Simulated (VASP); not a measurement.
MgCd2S3:

```
Mg Cd S
1.0
     6.14235    0.00000    0.00000
    -3.07117    5.31943    0.00000
     0.00000    0.00000    4.07996
Mg Cd S
1 2 3
Direct
  0.00000 0.00000 0.00000
  0.33333 0.66667 0.00000
  0.66667 0.33333 0.00000
  0.00000 0.50000 0.50000
  0.50000 0.50000 0.50000
  0.50000 0.00000 0.50000
```

The cell was built by a generator and needn't be a form met in nature.

- Program: VASP 6.6.1
- Task: relaxation of cell and atoms
- Functional: PBE
- Potentials or basis: VASP PAW PBE potentials, release 64 (Mg, Cd, S)
- Cutoff: 520 eV
- k mesh: 3 × 3 × 4
- Occupations: gaussian, width 0.15 eV
- Spin: no spin polarisation

At the start: pressure 3.1 GPa; volume 22.22 Å³/atom.

Problem. Where does the relaxation end?

Solution. Over 15 steps the energy falls by 186.7 meV/atom and the volume is 26.16 Å³/atom (+17.7 %); space group P6/mmm (No. 191, to 0.05 Å).

The path:
```csv
step,energy change (eV),largest force (eV/Å),pressure (GPa),volume (Å³)
1,0.0000,0.0000,3.15,133.31
2,-0.2974,0.0000,0.02,141.80
3,-0.4979,0.0000,-3.25,155.44
4,-0.6760,0.0000,-2.80,155.62
5,-0.8962,0.0000,-2.25,155.22
6,-1.0709,0.0000,1.03,151.40
7,11.0167,0.0000,43.82,129.99
8,-1.0759,0.0000,1.23,151.18
9,-0.8646,0.0000,4.49,147.65
10,-1.0841,0.0000,1.74,150.67
11,-1.0670,0.0000,2.58,149.74
12,-1.0827,0.0000,1.94,150.26
13,-1.0788,0.0000,0.54,157.16
14,-1.1023,0.0000,1.27,153.58
15,-1.1203,0.0000,0.03,156.96
```

Final structure:
```cif
data_structure
_symmetry_space_group_name_H-M 'P 1'
_symmetry_Int_Tables_number 1
_cell_length_a 7.7117
_cell_length_b 7.7117
_cell_length_c 3.0475
_cell_angle_alpha 90.000
_cell_angle_beta 90.000
_cell_angle_gamma 120.000
_cell_volume 156.96
loop_
_atom_site_label
_atom_site_type_symbol
_atom_site_fract_x
_atom_site_fract_y
_atom_site_fract_z
_atom_site_occupancy
Mg1 Mg 0.00000 0.00000 0.00000 1
Cd1 Cd 0.33333 0.66667 0.00000 1
Cd2 Cd 0.66667 0.33333 0.00000 1
S1 S 0.00000 0.50000 0.50000 1
S2 S 0.50000 0.50000 0.50000 1
S3 S 0.50000 0.00000 0.50000 1
```

Caveat: the k mesh is coarse (spacing up to 0.39 Å⁻¹), so the values aren't converged; the volume moved by over 15 % at a fixed basis, so the end points are rough.
